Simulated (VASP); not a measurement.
Computed with PBEsol GGA, VASP's PBE PAW potentials (set 64) (plane waves; VASP).

The input files of a VASP run:

**INCAR**
```
! general
SYSTEM   =  Al3Pt
PREC     =  Accurate
ENCUT    =  400   ! plane-wave cut-off (eV)
LREAL    =  .FALSE.   ! projection in real space or not
LASPH    =  .TRUE.   ! aspherical one-centre terms

! electronic loop
EDIFF    =  1E-7
NELM     =  100
ALGO     =  Normal   ! blocked Davidson
LMAXMIX  =  6   ! l cut-off of mixed one-centre charges

! smearing
ISMEAR   =  -5   ! tetrahedra, Bloechl

! functional
GGA      =  PS   ! PBEsol

! ions
ISIF     =  2

! output
LWAVE    =  .FALSE.
LCHARG   =  .TRUE.
LORBIT   =  11
NEDOS    =  601
```

File POSCAR:
```
Al3Pt
1
   -0.0000000000     2.0883148961     2.0883148961
    2.0883148961    -0.0000000000     2.0883148961
    7.5558142624     7.5558142624     0.7974453223
Pt Al
1 3
Direct
  0.0000000000   0.0000000000   0.0000000000
  0.0183773044   0.0183773044   0.2362170216
  0.0000000000   0.0000000000   0.5000000000
  0.9816226956   0.9816226956   0.7637829784
```

File KPOINTS:
```
Automatic mesh
0
Gamma
14 14 4
0 0 0
```

POTCAR, in this order: Pt Al (PBE.64 set). Program: vasp_std.

Output

**OSZICAR**
```
       N       E                     dE             d eps       ncg     rms          rms(c)
DAV:   1     0.429218001797E+02    0.42922E+02   -0.65724E+03  5501   0.963E+02
DAV:   2    -0.196372403987E+02   -0.62559E+02   -0.59110E+02  6558   0.170E+02
DAV:   3    -0.219280234617E+02   -0.22908E+01   -0.22446E+01  6857   0.307E+01
DAV:   4    -0.219507935900E+02   -0.22770E-01   -0.22848E-01  6057   0.342E+00
DAV:   5    -0.219510644294E+02   -0.27084E-03   -0.27371E-03  6913   0.374E-01    0.114E+01
DAV:   6    -0.216347421578E+02    0.31632E+00   -0.19082E+01  5949   0.312E+01    0.835E+00
DAV:   7    -0.208926786913E+02    0.74206E+00   -0.38055E+00  5865   0.166E+01    0.309E+00
DAV:   8    -0.208726311964E+02    0.20047E-01   -0.25585E-01  6579   0.347E+00    0.116E+00
DAV:   9    -0.208554831783E+02    0.17148E-01   -0.55206E-02  6284   0.206E+00    0.176E-01
DAV:  10    -0.208551368808E+02    0.34630E-03   -0.22587E-03  6683   0.361E-01    0.129E-01
DAV:  11    -0.208551344922E+02    0.23886E-05   -0.53912E-04  5909   0.195E-01    0.486E-02
DAV:  12    -0.208551135083E+02    0.20984E-04   -0.40666E-05  6249   0.610E-02    0.273E-02
DAV:  13    -0.208551242799E+02   -0.10772E-04   -0.51852E-06  6564   0.145E-02    0.795E-03
DAV:  14    -0.208551253533E+02   -0.10735E-05   -0.89896E-07  6119   0.731E-03    0.286E-03
DAV:  15    -0.208551251825E+02    0.17087E-06   -0.32654E-08  3132   0.149E-03    0.119E-03
DAV:  16    -0.208551249049E+02    0.27760E-06   -0.10664E-08  3062   0.674E-04    0.612E-04
DAV:  17    -0.208551249539E+02   -0.49002E-07   -0.23545E-09  2962   0.378E-04
   1 F= -.20855125E+02 E0= -.20855125E+02  d E =0.000000E+00
```

**OUTCAR**
```
------------------------ aborting loop because EDIFF is reached ----------------------------------------
  FORCE on cell =-STRESS in cart. coord.  units (eV):
  Direction    XX          YY          ZZ          XY          YZ          ZX
  --------------------------------------------------------------------------------------
  Total       -0.0416819     -0.0416819     -0.0416819      0.0937200     -0.0937200     -0.0937200
  in kB       -1.0697926     -1.0697926     -1.0697926      2.4053846     -2.4053846     -2.4053846
  external PRESSURE =      -1.0697926 kB  Pullay stress =       0.0000000 kB
  volume of cell :       62.42
      direct lattice vectors                 reciprocal lattice vectors
     0.000000000  2.088314896  2.088314896    -0.252766035  0.226088951  0.252766035
     2.088314896  0.000000000  2.088314896     0.226088951 -0.252766035  0.252766035
     7.555814262  7.555814262  0.797445322     0.069860780  0.069860780 -0.069860780
 POSITION                                       TOTAL-FORCE (eV/Angst)
 -----------------------------------------------------------------------------------
      0.00000      0.00000      0.00000         0.000000      0.000000     -0.000000
      1.82319      1.82319      0.26513        -0.023183     -0.023183      0.023183
      3.77791      3.77791      0.39872         0.000000      0.000000     -0.000000
      7.82094      7.82094      4.70895         0.023183      0.023183     -0.023183
 -----------------------------------------------------------------------------------
    total drift:                                0.000000      0.000000      0.000000
  FREE ENERGIE OF THE ION-ELECTRON SYSTEM (eV)
  ---------------------------------------------------
  free  energy   TOTEN  =       -20.8551249539 eV

  energy  without entropy=      -20.8551249539  energy(sigma->0) =      -20.85512495

 total charge

# of ion       s       p       d       tot
------------------------------------------
    1        0.637   0.641   8.198   9.476
    2        0.405   0.372   0.000   0.776
    3        0.427   0.354   0.000   0.781
    4        0.405   0.372   0.000   0.776
--------------------------------------------------
tot          1.874   1.738   8.198  11.811
```
(Selected blocks of OUTCAR.)

For a metal the tetrahedron method with Blöchl corrections gives inexact stress and forces.

The structure was generated: Al3Pt was put into an ordered model structure (R-3m), which need not be its known phase. It was relaxed first. The electron count is odd and the run is not spin-polarised, which forces a metal.
